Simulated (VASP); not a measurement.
An input for Quantum ESPRESSO's pw.x (written as the equivalent of a VASP run, and not itself run):

```
&CONTROL
  calculation = 'vc-relax'
  pseudo_dir = './pseudo'
  outdir = './out'
  tprnfor = .true.
  tstress = .true.
  nstep = 60
  forc_conv_thr = 0.00039
/
&SYSTEM
  ibrav = 0
  nat = 2
  ntyp = 2
  ecutwfc = 96
  occupations = 'smearing'
  smearing = 'methfessel-paxton'
  degauss = 0.00735
  input_dft = 'vdw-df2'
/
&ELECTRONS
  conv_thr = 7.3e-08
  electron_maxstep = 100
/
&IONS
/
&CELL
/
ATOMIC_SPECIES
  Ti 47.867 Ti.upf
  Co 58.933 Co.upf
CELL_PARAMETERS angstrom
     2.9900000    0.0000000    0.0000000
     0.0000000    2.9900000    0.0000000
     0.0000000    0.0000000    2.9900000
ATOMIC_POSITIONS crystal
  Ti   0.0000000  0.0000000  0.0000000
  Co   0.5000000  0.5000000  0.5000000
K_POINTS automatic
  11 11 11 0 0 0
```

Task: Write the VASP files for the same calculation (vdW-DF2).

Result: One answer among several that fit: 
**POSCAR**
```
TiCo
1
    2.9900000000     0.0000000000     0.0000000000
    0.0000000000     2.9900000000     0.0000000000
    0.0000000000     0.0000000000     2.9900000000
Ti Co
1 1
Direct
  0.0000000000   0.0000000000   0.0000000000
  0.5000000000   0.5000000000   0.5000000000
```

File KPOINTS:
```
Automatic mesh
0
Gamma
11 11 11
0 0 0
```

INCAR:
```
! general
SYSTEM  =TiCo
PREC    =Accurate
ENCUT   =520
LREAL   =F
LASPH   =T

! electronic loop
EDIFF   =1E-6
NELM    =100
ALGO    =Normal
LMAXMIX =4

! smearing
ISMEAR  =1
SIGMA   =0.1

! functional
GGA     =ML
LUSE_VDW=T
AGGAC   =0.0
ZAB_VDW =-1.8867

! ions
IBRION  =2
NSW     =60
ISIF    =3
EDIFFG  =-0.01

! output
LWAVE   =F
LCHARG  =F
```

POTCAR, in this order: Ti_sv Co (PBE.64 set). Program: vasp_std.

Limits of the translation: the potentials are each code's own (VASP's PAW set, PseudoDojo norm-conserving files in pw.x), so ENCUT and ecutwfc are chosen apart and not converted; conv_thr bounds pw.x's estimated SCF error, while EDIFF bounds the energy change between steps; forc_conv_thr acts on force components and is met together with etot_conv_thr.

The compound is TiCo in the CsCl type structure. This run relaxes it. Symmetry was kept, so distortions that lower it aren't found.
